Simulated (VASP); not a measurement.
Output of a VASP run:

**OUTCAR**
```
 ion  position               nearest neighbor table
   1  0.000  0.000  0.000-   2 2.37   2 2.37   2 2.37   2 2.37   2 2.37   2 2.37
   2  0.500  0.500  0.500-   1 2.37   1 2.37   1 2.37   1 2.37   1 2.37   1 2.37
  LATTYP: Found a face centered cubic cell.
 ALAT       =     4.7486835942
 Subroutine PRICEL returns:
 Original cell was already a primitive cell.
 Subroutine GETGRP returns: Found 48 space group operations
The static configuration has the point symmetry O_h .
The dynamic configuration has the point symmetry O_h .
 Subroutine INISYM returns: Found 48 space group operations
 Subroutine IBZKPT returns following result:
 Found     47 irreducible k-points:

 Following reciprocal coordinates:
            Coordinates               Weight
  0.000000  0.000000  0.000000      1.000000
  0.100000  0.000000  0.000000      8.000000
  0.200000  0.000000  0.000000      8.000000
  0.300000  0.000000  0.000000      8.000000
  0.400000  0.000000  0.000000      8.000000
  0.500000  0.000000  0.000000      4.000000
  0.100000  0.100000  0.000000      6.000000
  0.200000  0.100000  0.000000     24.000000
  0.300000  0.100000  0.000000     24.000000
  0.400000  0.100000  0.000000     24.000000
  0.500000  0.100000  0.000000     24.000000
 -0.400000  0.100000  0.000000     24.000000
 -0.300000  0.100000  0.000000     24.000000
 -0.200000  0.100000  0.000000     24.000000
 -0.100000  0.100000  0.000000     12.000000
  0.200000  0.200000  0.000000      6.000000
  0.300000  0.200000  0.000000     24.000000
  0.400000  0.200000  0.000000     24.000000
  0.500000  0.200000  0.000000     24.000000
 -0.400000  0.200000  0.000000     24.000000
 -0.300000  0.200000  0.000000     24.000000
 -0.200000  0.200000  0.000000     12.000000
  0.300000  0.300000  0.000000      6.000000
  0.400000  0.300000  0.000000     24.000000
  0.500000  0.300000  0.000000     24.000000
 -0.400000  0.300000  0.000000     24.000000
 -0.300000  0.300000  0.000000     12.000000
  0.400000  0.400000  0.000000      6.000000
  0.500000  0.400000  0.000000     24.000000
 -0.400000  0.400000  0.000000     12.000000
  0.500000  0.500000  0.000000      3.000000
  0.300000  0.200000  0.100000     24.000000
  0.400000  0.200000  0.100000     48.000000
  0.500000  0.200000  0.100000     48.000000
 -0.400000  0.200000  0.100000     24.000000
  0.400000  0.300000  0.100000     24.000000
  0.500000  0.300000  0.100000     48.000000
 -0.400000  0.300000  0.100000     48.000000
 -0.300000  0.300000  0.100000     48.000000
 -0.200000  0.300000  0.100000     24.000000
   k-points           NKPTS =     47   k-points in BZ     NKDIM =     47   number of bands    NBANDS=     12
   number of dos      NEDOS =    301   number of ions     NIONS =      2
   total plane-waves  NPLWV =  21952
   dimension x,y,z NGX =    28 NGY =   28 NGZ =   28
   dimension x,y,z NGXF=    56 NGYF=   56 NGZF=   56
   ions per type =               1   1
   PREC   = accura    normal or accurate (medium, high low for compatibility)
   ISTART =      0    job   : 0-new  1-cont  2-samecut
   ICHARG =      2    charge: 1-file 2-atom 10-const
   ISPIN  =      1    spin polarized calculation?
   LNONCOLLINEAR =      F non collinear calculations
   LSORBIT =      F    spin-orbit coupling
   INIWAV =      1    electr: 0-lowe 1-rand  2-diag
   ENCUT  =  520.0 eV  38.22 Ry    6.18 a.u.   6.24  6.24  6.24*2*pi/ulx,y,z
   NELM   =    100;   NELMIN=  2; NELMDL= -5     # of ELM steps
   EDIFF  = 0.1E-06   stopping-criterion for ELM
   LREAL  =      F    real-space projection
   NLSPLINE    = F    spline interpolate recip. space projectors
   LMAXMIX     =    2 max onsite mixed and CHGCAR
   VOSKOWN=      0    Vosko Wilk Nusair interpolation
   EDIFFG = 0.1E-05   stopping-criterion for IOM
   NSW    =      0    number of steps for IOM
   NBLOCK =      1;   KBLOCK =      1    inner block; outer block
   IBRION =     -1    ionic relax: 0-MD 1-quasi-New 2-CG
...
```

File OSZICAR:
```
       N       E                     dE             d eps       ncg     rms          rms(c)
DAV:   1     0.136422952471E+03    0.13642E+03   -0.87407E+03  1136   0.138E+03
DAV:   2    -0.399270994933E+01   -0.14042E+03   -0.13268E+03  1328   0.339E+02
DAV:   3    -0.106488561181E+02   -0.66561E+01   -0.65980E+01  1440   0.770E+01
DAV:   4    -0.108679176142E+02   -0.21906E+00   -0.21890E+00  1592   0.127E+01
DAV:   5    -0.108714521826E+02   -0.35346E-02   -0.35343E-02  1416   0.151E+00    0.856E+00
DAV:   6    -0.919855319283E+01    0.16729E+01   -0.85985E+00  1292   0.277E+01    0.356E+00
DAV:   7    -0.915979088521E+01    0.38762E-01   -0.69419E-01  1520   0.827E+00    0.172E+00
DAV:   8    -0.915616835250E+01    0.36225E-02   -0.82816E-02  1224   0.323E+00    0.425E-01
DAV:   9    -0.915403884021E+01    0.21295E-02   -0.24092E-02  1432   0.130E+00    0.134E-01
DAV:  10    -0.915444092369E+01   -0.40208E-03   -0.21184E-03  1176   0.486E-01    0.261E-02
DAV:  11    -0.915447776005E+01   -0.36836E-04   -0.30111E-04  1580   0.153E-01    0.253E-02
DAV:  12    -0.915446853111E+01    0.92289E-05   -0.43932E-05  1316   0.754E-02    0.407E-03
DAV:  13    -0.915446820208E+01    0.32903E-06   -0.32512E-06  1476   0.177E-02    0.807E-04
DAV:  14    -0.915446800091E+01    0.20117E-06   -0.17273E-07  1212   0.515E-03    0.274E-04
DAV:  15    -0.915446803581E+01   -0.34902E-07   -0.16797E-08   676   0.184E-03
   1 F= -.91544680E+01 E0= -.91544680E+01  d E =-.349684E-12
```

### OUTCAR
```
------------------------ aborting loop because EDIFF is reached ----------------------------------------
  FORCE on cell =-STRESS in cart. coord.  units (eV):
  Direction    XX          YY          ZZ          XY          YZ          ZX
  --------------------------------------------------------------------------------------
  Total        0.6191043      0.6191043      0.6191043      0.0000000     -0.0000000     -0.0000000
  in kB       37.0522594     37.0522594     37.0522594      0.0000000     -0.0000000     -0.0000000
  external PRESSURE =      37.0522594 kB  Pullay stress =       0.0000000 kB
  volume of cell :       26.77
      direct lattice vectors                 reciprocal lattice vectors
     0.000000000  2.374341797  2.374341797    -0.210584677  0.210584677  0.210584677
     2.374341797  0.000000000  2.374341797     0.210584677 -0.210584677  0.210584677
     2.374341797  2.374341797  0.000000000     0.210584677  0.210584677 -0.210584677
  FREE ENERGIE OF THE ION-ELECTRON SYSTEM (eV)
  ---------------------------------------------------
  free  energy   TOTEN  =        -9.1544680358 eV

  energy  without entropy=       -9.1544680358  energy(sigma->0) =       -9.15446804
```
(Selected blocks of OUTCAR.)

POSCAR:
```
CaO
1
    0.0000000000     2.3743417971     2.3743417971
    2.3743417971     0.0000000000     2.3743417971
    2.3743417971     2.3743417971     0.0000000000
Ca O
1 1
Direct
  0.0000000000   0.0000000000   0.0000000000
  0.5000000000   0.5000000000   0.5000000000
```

Task: Reconstruct the remaining input files.

Result: Several could match; the one computed here: the input of the run itself, optB86b-vdW, plane waves, VASP's PBE PAW potentials (set 64).

**KPOINTS**
```
Automatic mesh
0
Gamma
10 10 10
0 0 0
```

**INCAR**
```
SYSTEM = CaO
PREC = Accurate
ENCUT = 520
EDIFF = 1E-7
NELM = 100
ALGO = Normal
LREAL = .FALSE.
LASPH = .TRUE.
ISMEAR = 0
SIGMA = 0.05
GGA = MK
PARAM1 = 0.1234
PARAM2 = 1.0
LUSE_VDW = .TRUE.
AGGAC = 0.0
LWAVE = .FALSE.
LCHARG = .FALSE.
ISIF = 2
```

POTCAR, in this order: Ca_sv O (PBE.64 set). Program: vasp_std.

The compound is CaO in the rock salt structure. This cell is one point of a volume scan, at 0.97 of the reference volume.
